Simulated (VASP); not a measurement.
# LiH20ClO10 in VASP: notebook

Runs on LiH20ClO10. Level: LDA. Tasks: single point.

Everything below comes from runs of VASP 6.6.1. Logs are shortened: lines on timing, memory, paths and dates and some standing lists are left out, and cuts for length are marked.

## 1. The crystal as given

The cell holds a amorphous, 32 atoms: a = 7.007 Å, b = 7.007 Å, c = 7.007 Å, α = 90.00°, β = 90.00°, γ = 90.00°.

The cell was built by a generator and needn't be a form met in nature.

## 2. Single point, LDA

INCAR reads:

```
PREC = Accurate
ENCUT = 520
EDIFF = 1E-6
ISMEAR = -1
SIGMA = 0.05
LREAL = Auto
LASPH = True
NELM = 80
ALGO = Normal
ISIF = 2
LWAVE = False
LCHARG = True
GGA = CA
LELF = True
LVHAR = True
NBANDS = 67
```

KPOINTS reads:

```
regular mesh
0
Gamma
  1 1 1
```

POSCAR reads:

```
LiH20ClO10
1.0
    7.0067960000      0.0000000000      0.0000000000
    0.0000000000      7.0067960000      0.0000000000
    0.0000000000      0.0000000000      7.0067960000
O H Li Cl
10 20 1 1
Direct
    0.4663186997     -0.0584575318     -0.0162271029
    0.7791007473      0.5137155413      0.8428388667
    0.5566738349      0.6061829116      0.1160872958
    0.7907893993      0.6334707047      0.4406293547
    0.1352686734      0.4383744011      0.4658334565
    0.3338758542      0.1302307074      0.3726810371
    0.8581097552      0.1856483334      0.6942545494
    0.5945798907      0.9200924360      0.6469433390
    0.8020641674      0.9861711401      0.2354999346
    0.3832707560      0.5691046236      0.6935695002
    0.4725126863     -0.1869042570      0.0461551899
    0.3294515782     -0.0690329788     -0.0606839417
    0.8866534719      0.6046558227      0.8634331583
    0.8323347790      0.3887654215      0.8045189271
    0.6304165270      0.5393906145      0.0029400028
    0.6520954799      0.6277905051      0.2212138044
    0.8939606633      0.5373069232      0.4916084327
    0.7245965203      0.6676089899      0.5625252969
    0.2341298362      0.4920651322      0.5493095560
    0.1400782897      0.4991011584      0.3430241154
    0.2617316103      0.2338443991      0.4424704244
    0.2283925492      0.0552320918      0.3254840015
    0.9256727326      0.0927099918      0.7707088946
    0.7514418858      0.1108209801      0.6382375054
    0.5663358830      0.9493212019      0.7841815289
    0.4792775471      0.9388742016      0.5741283177
    0.8776051137      0.9375897343      0.1297454643
    0.8289666204      0.8806450195      0.3273964306
    0.3751215249      0.6552352887      0.8058462099
    0.5220645784      0.5342955611      0.6913002748
    0.5443144056      0.1012731069      0.2026889323
    0.0642090907      0.8026635855      0.9225757393
```

Potentials or basis: VASP PAW LDA potentials, release 64 (O, H, Li_sv, Cl).

Run with:

```bash
$ cat potpaw_LDA.64/O/POTCAR potpaw_LDA.64/H/POTCAR potpaw_LDA.64/Li_sv/POTCAR potpaw_LDA.64/Cl/POTCAR > POTCAR
$ mpirun -np 1 vasp_gam > vasp.out
```

OUTCAR:

```text
PREC = Accurate
   ENCUT = 520
   EDIFF = 1E-6
   ISMEAR = -1
   LREAL = Auto
   LASPH = True
   NELM = 80
   ISIF = 2
   GGA = CA

 ion  position               nearest neighbor table
   1  0.466  0.942  0.984-  11 1.00  12 1.01  31 1.98
   2  0.779  0.514  0.843-  14 0.99  13 1.00
   3  0.557  0.606  0.116-  16 1.01  15 1.06
   4  0.791  0.633  0.441-  18 1.00  17 1.05
   5  0.135  0.438  0.466-  20 0.96  19 0.98
   6  0.334  0.130  0.373-  22 0.97  21 1.01  31 1.91
   7  0.858  0.186  0.694-  23 0.97  24 0.99
   8  0.595  0.920  0.647-  26 0.96  25 1.00
   9  0.802  0.986  0.235-  27 0.97  28 1.00  31 1.99
  10  0.383  0.569  0.694-  29 0.99  30 1.00
  11  0.473  0.813  0.046-   1 1.00
  12  0.329  0.931  0.939-   1 1.01
  13  0.887  0.605  0.863-   2 1.00
  14  0.832  0.389  0.805-   2 0.99
  15  0.630  0.539  0.003-   3 1.06
  16  0.652  0.628  0.221-   3 1.01
[... 12 lines left out ...]
  29  0.375  0.655  0.806-  10 0.99
  30  0.522  0.534  0.691-  10 1.00
  31  0.544  0.101  0.203-   6 1.91   1 1.98   9 1.99
  32  0.064  0.803  0.923-

  LATTYP: Found a simple cubic cell.
 ALAT       =     7.0067960000

  Lattice vectors:

 A1 = (   7.0067960000,   0.0000000000,   0.0000000000)
 A2 = (   0.0000000000,   7.0067960000,   0.0000000000)
 A3 = (   0.0000000000,   0.0000000000,   7.0067960000)

Analysis of symmetry for initial positions (statically):
=====================================================================
 Subroutine PRICEL returns:
 Original cell was already a primitive cell.

 Routine SETGRP: Setting up the symmetry group for a
 simple cubic supercell.

 Subroutine GETGRP returns: Found  1 space group operations
 (whereof  1 operations were pure point group operations)
 out of a pool of 48 trial point group operations.

The static configuration has the point symmetry C_1 .

Analysis of symmetry for dynamics (positions and initial velocities):
=====================================================================
 Subroutine PRICEL returns:
 Original cell was already a primitive cell.

 Routine SETGRP: Setting up the symmetry group for a
 simple cubic supercell.

 Subroutine GETGRP returns: Found  1 space group operations
 (whereof  1 operations were pure point group operations)
 out of a pool of 48 trial point group operations.

The dynamic configuration has the point symmetry C_1 .

 Subroutine INISYM returns: Found  1 space group operations
 (whereof  1 operations are pure point group operations),
 and found     1 'primitive' translations

----------------------------------------------------------------------------------------

                                     Primitive cell

  volume of cell :     344.0000

  direct lattice vectors                    reciprocal lattice vectors
     7.006796000  0.000000000  0.000000000     0.142718584  0.000000000  0.000000000
     0.000000000  7.006796000  0.000000000     0.000000000  0.142718584  0.000000000
     0.000000000  0.000000000  7.006796000     0.000000000  0.000000000  0.142718584

  length of vectors
     7.006796000  7.006796000  7.006796000     0.142718584  0.142718584  0.142718584

  position of ions in fractional coordinates (direct lattice)
     0.466318700  0.941542468  0.983772897
     0.779100747  0.513715541  0.842838867
     0.556673835  0.606182912  0.116087296
     0.790789399  0.633470705  0.440629355
     0.135268673  0.438374401  0.465833457
     0.333875854  0.130230707  0.372681037
[... 24 lines left out ...]
     0.544314406  0.101273107  0.202688932
     0.064209091  0.802663585  0.922575739

  ion indices of the primitive-cell ions
   primitive index   ion index
                 1           1
                 2           2
                 3           3
                 4           4
                 5           5
                 6           6
[... 24 lines left out ...]
                31          31
                32          32

----------------------------------------------------------------------------------------

 KPOINTS: regular mesh

Automatic generation of k-mesh.
 Grid dimensions read from file:
 generate k-points for:    1    1    1

 Generating k-lattice:

  Cartesian coordinates                     Fractional coordinates (reciprocal lattice)
     0.142718584  0.000000000  0.000000000     1.000000000  0.000000000  0.000000000
     0.000000000  0.142718584  0.000000000     0.000000000  1.000000000  0.000000000
     0.000000000  0.000000000  0.142718584     0.000000000  0.000000000  1.000000000

  Length of vectors
     0.142718584  0.142718584  0.142718584

  Shift w.r.t. Gamma in fractional coordinates (k-lattice)
     0.000000000  0.000000000  0.000000000

 Subroutine IBZKPT returns following result:
 ===========================================

 Found      1 irreducible k-points:

 Following reciprocal coordinates:
            Coordinates               Weight
  0.000000  0.000000  0.000000      1.000000
   k-points           NKPTS =      1   k-points in BZ     NKDIM =      1   number of bands    NBANDS=     67
   number of dos      NEDOS =    301   number of ions     NIONS =     32
   total plane-waves  NPLWV = 157464
   dimension x,y,z NGX =    54 NGY =   54 NGZ =   54
   dimension x,y,z NGXF=   108 NGYF=  108 NGZF=  108
   ions per type =              10  20   1   1
   NGX,Y,Z   is equivalent  to a cutoff of  12.81, 12.81, 12.81 a.u.
   NGXF,Y,Z  is equivalent  to a cutoff of  25.62, 25.62, 25.62 a.u.
 SYSTEM =  unknown system
   PREC   = accura    normal or accurate (medium, high low for compatibility)
   ISTART =      0    job   : 0-new  1-cont  2-samecut
   ICHARG =      2    charge: 1-file 2-atom 10-const
   ISPIN  =      1    spin polarized calculation?
   LNONCOLLINEAR =      F non collinear calculations
   LSORBIT =      F    spin-orbit coupling
   LASPH  =      T    aspherical Exc in radial PAW
   ENCUT  =  520.0 eV  38.22 Ry    6.18 a.u.  13.03 13.03 13.03*2*pi/ulx,y,z
   NELM   =     80;   NELMIN=  2; NELMDL= -5     # of ELM steps
   EDIFF  = 0.1E-05   stopping-criterion for ELM
   LREAL  =      T    real-space projection
   EDIFFG = 0.1E-04   stopping-criterion for IOM
   NSW    =      0    number of steps for IOM
   IBRION =     -1    ionic relax: 0-MD 1-quasi-New 2-CG
   NFREE  =      0    steps in history (QN), initial steepest desc. (CG)
   ISIF   =      2    stress and relaxation
   ISYM   =      2    0-nonsym 1-usesym 2-fastsym
   POTIM  = 0.5000    time-step for ionic-motion
   TEBEG  =    0.0;   TEEND  =   0.0 temperature during run
   PSTRESS=    0.0 pullay stress
   NELECT =      90.0000    total number of electrons
   NUPDOWN=      -1.0000    fix difference up-down
   EMIN   =  10.00;   EMAX   =-10.00  energy-range for DOS
   EFERMI =   0.00;   METHOD = LEGACY
   ISMEAR =    -1;   SIGMA  =   0.05  broadening in eV -4-tet -1-fermi 0-gaus
   EFERMI_NEDOS =   21; number of points for ismear=-14 and -15
   IALGO  =     38    algorithm
   IMIX   =      4    mixing-type and parameters
     AMIX     =   0.40;   BMIX     =  1.00
     AMIX_MAG =   1.60;   BMIX_MAG =  1.00
  volume/ion in A,a.u.               =      10.75        72.54
  Fermi-wavevector in a.u.,A,eV,Ry     =   1.047055  1.978647 14.916398  1.096324
  Thomas-Fermi vector in A             =   2.181919
   LORBIT       =      0    0 simple, 1 ext, 2 COOP (PROOUT), +10 PAW based schemes
   GGA     = CA    functional components
   LHFCALC =     F    Hartree Fock is set to
   AEXX    =    0.0000 exact exchange contribution
   IVDW    =     0    specifies the selected vdW correction
   LEPSILON=     F    determine dielectric tensor
   LRPA    =     F    only Hartree local field effects (RPA)
 non-spin polarized calculation
  energy-cutoff  :      520.00
  volume of cell :      344.00
 maximum number of plane-waves:      4586
 NGX is ok and might be reduce to    54
   NGX = 27   NGY = 27   NGZ = 27

 number of electron      89.9999980 magnetization

 Free energy of the ion-electron system (eV)
  ---------------------------------------------------
  ext. energy  EPLUGINS =         0.00000000
  ---------------------------------------------------
  free energy    TOTEN  =      -163.27587393 eV

  energy without entropy =     -163.27587393  energy(sigma->0) =     -163.27587393

 E-fermi :  -2.0272     XC(G=0):  -7.3340

 val. band max:       -3.4177150027   @ k =   0.0000   0.0000   0.0000
 cond. band min:       0.9711412924   @ k =   0.0000   0.0000   0.0000
 fundamental gap:      4.3888562951
 Fermi energy:        -2.0272108442

 k-point     1 :       0.0000    0.0000    0.0000
  band No.  band energies     occupation
      1     -45.5085      2.00000
      2     -22.5421      2.00000
      3     -22.3484      2.00000
      4     -22.0825      2.00000
      5     -21.7663      2.00000
      6     -21.7085      2.00000
[... 49 lines left out ...]
     56       5.7308      0.00000
     57       6.1499      0.00000
 [bands above 57 left out]

------------------------ aborting loop because EDIFF is reached ----------------------------------------

  FORCE on cell =-STRESS in cart. coord.  units (eV):
  Direction    XX          YY          ZZ          XY          YZ          ZX
  --------------------------------------------------------------------------------------
  -------------------------------------------------------------------------------------
  Total       -2.7689466     -0.8859287     -0.2617247      3.0544725      0.9105762     -0.4841087
  in kB      -12.8963482     -4.1262063     -1.2189807     14.2261826      4.2410019     -2.2547325
  external PRESSURE =      -6.0805117 kB  Pullay stress =       0.0000000 kB

 VOLUME and BASIS-vectors are now :
 -----------------------------------------------------------------------------
  energy-cutoff  :      520.00
  volume of cell :      344.00
      direct lattice vectors                 reciprocal lattice vectors
     7.006796000  0.000000000  0.000000000     0.142718584  0.000000000  0.000000000
     0.000000000  7.006796000  0.000000000     0.000000000  0.142718584  0.000000000
     0.000000000  0.000000000  7.006796000     0.000000000  0.000000000  0.142718584

 POSITION                                       TOTAL-FORCE (eV/Angst)
 -----------------------------------------------------------------------------------
      3.26740      6.59720      6.89310        -1.187289      0.823340      0.167700
      5.45900      3.59950      5.90560        -0.795942      0.297065     -0.079975
      3.90050      4.24740      0.81340         0.251411     -0.343012     -0.386319
      5.54090      4.43860      3.08740         0.979121     -0.986472      1.180108
      0.94780      3.07160      3.26400        -1.150857     -1.280936     -0.055624
      2.33940      0.91250      2.61130         0.387075     -0.108328      0.327135
[... 24 lines left out ...]
      3.81390      0.70960      1.42020         0.313565     -0.204868     -0.049372
      0.44990      5.62410      6.46430         0.224630      0.542480      0.125071
 -----------------------------------------------------------------------------------
    total drift:                                0.002970     -0.002098     -0.006385

  FREE ENERGIE OF THE ION-ELECTRON SYSTEM (eV)
  ---------------------------------------------------
  free  energy   TOTEN  =      -163.2758739301 eV

  energy  without entropy=     -163.2758739301  energy(sigma->0) =     -163.27587393
```

Run time: 57 s. Hardware: 1 thread of Intel Xeon Platinum 8259CL at 2.50GHz (Skylake/Cascade Lake), shared host; peak memory 0.29 GiB.

Results:

| Quantity | Value |
| --- | --- |
| Free energy | -163.2759 eV |
| Largest force | 1.823 eV/Å |
| Band gap on the k mesh | 4.39 eV, direct |

Forces on the atoms (eV/Å):
```
O   -1.187  0.823  0.168
O   -0.796  0.297 -0.080
O    0.251 -0.343 -0.386
O    0.979 -0.986  1.180
O   -1.151 -1.281 -0.056
O    0.387 -0.108  0.327
O    0.023  0.746 -0.122
O    1.274  0.123 -0.349
O   -0.401 -0.076  0.928
O    1.133 -0.045  0.502
H    1.194 -1.180  0.484
H   -0.013  0.437  0.118
H    0.088  0.291  0.108
H   -0.009 -0.993 -0.555
H   -0.042  0.902  0.962
H   -0.301 -0.337 -0.166
H   -0.846  1.083 -1.008
H    0.145  0.439 -0.574
H    0.788  0.962  0.922
H    0.310  0.422 -0.769
H    0.022  0.510 -0.293
H   -0.535 -0.574 -0.393
H    0.541 -0.718  0.389
H   -0.234 -0.358  0.022
H   -0.372 -0.339  0.221
H   -0.757  0.254 -0.407
H    0.518 -0.084 -1.277
H   -0.501  0.050  0.425
H   -0.473 -0.348 -0.467
H   -0.575  0.094  0.072
Li   0.314 -0.205 -0.049
Cl   0.225  0.542  0.125
```

Levels at points of the mesh, in eV from the valence-band top:
```tsv
k point	band 42	band 43	band 44	band 45	band 46	band 47	band 48	band 49
(0.00, 0.00, 0.00)	-0.26	-0.16	-0.05	0.00	4.39	6.88	7.49	7.57
```

Caveat: the cutoff is under 1.25 times the usual one of these potentials, so pressure, stress and relaxed cells hold a basis-set (Pulay) error.

[end of part 1 of 2]
